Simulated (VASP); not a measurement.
```xyz
54
Lattice="0.0000 9.6018 9.6018 9.6018 0.0000 9.6018 9.6018 9.6018 0.0000" Properties=species:S:1:pos:R:3 pbc="T T T"
Sn     0.0000     0.0000     0.0000
Sn     3.2006     3.2006     0.0000
Sn     6.4012     6.4012     0.0000
Sn     3.2006     0.0000     3.2006
Sn     6.4012     3.2006     3.2006
Sn     9.6018     6.4012     3.2006
Sn     6.4012     0.0000     6.4012
Sn     9.6018     3.2006     6.4012
Sn    12.8025     6.4012     6.4012
Sn     0.0000     3.2006     3.2006
Sn     3.2006     6.4012     3.2006
Sn     6.4012     9.6018     3.2006
Sn     3.2006     3.2006     6.4012
Sn     6.4012     6.4012     6.4012
Sn     9.6018     9.6018     6.4012
Sn     6.4012     3.2006     9.6018
Sn     9.6018     6.4012     9.6018
Sn    12.8025     9.6018     9.6018
Sn     0.0000     6.4012     6.4012
Sn     3.2006     9.6018     6.4012
Sn     6.4012    12.8025     6.4012
Sn     3.2006     6.4012     9.6018
Sn     6.4012     9.6018     9.6018
Sn     9.6018    12.8025     9.6018
Sn     6.4012     6.4012    12.8025
Sn     9.6018     9.6018    12.8025
Sn    12.8025    12.8025    12.8025
Te     3.2006     3.2006     3.2006
Te     6.4012     6.4012     3.2006
Te     9.6018     9.6018     3.2006
Te     6.4012     3.2006     6.4012
Te     9.6018     6.4012     6.4012
Te    12.8024     9.6018     6.4012
Te     9.6018     3.2006     9.6018
Te    12.8024     6.4012     9.6018
Te    16.0031     9.6018     9.6018
Te     3.2006     6.4012     6.4012
Te     6.4012     9.6018     6.4012
Te     9.6018    12.8024     6.4012
Te     6.4012     6.4012     9.6018
Te     9.6018     9.6018     9.6018
Te    12.8024    12.8024     9.6018
Te     9.6018     6.4012    12.8024
Te    12.8024     9.6018    12.8024
Te    16.0031    12.8024    12.8024
Te     3.2006     9.6018     9.6018
Te     6.4012    12.8024     9.6018
Te     9.6018    16.0031     9.6018
Te     6.4012     9.6018    12.8024
Te     9.6018    12.8024    12.8024
Te    12.8024    16.0031    12.8024
Te     9.6018     9.6018    16.0031
Te    12.8024    12.8024    16.0031
Te    16.0031    16.0031    16.0031
```

Computed with PBE GGA, VASP's PBE PAW potentials (set 64) (plane waves; VASP). Settings: PREC = Normal, LREAL = Auto, EDIFF = 1E-5, 400 eV cut-off, 1×1×1 Γ-centred mesh, Gaussian smearing of 0.050 eV, potentials Sn Te.

The supercell is sampled at Γ alone, which is coarse: total energies, pressure and levels can be off, energies of defects by several tenths of an eV.

**Question.** Estimate the energy per atom (σ→0).

**Answer.** 
```json
{
 "energy per atom (σ→0)": "-3.825 eV/atom"
}
```

The cell is a supercell, built from a database entry that may be metastable or hypothetical.
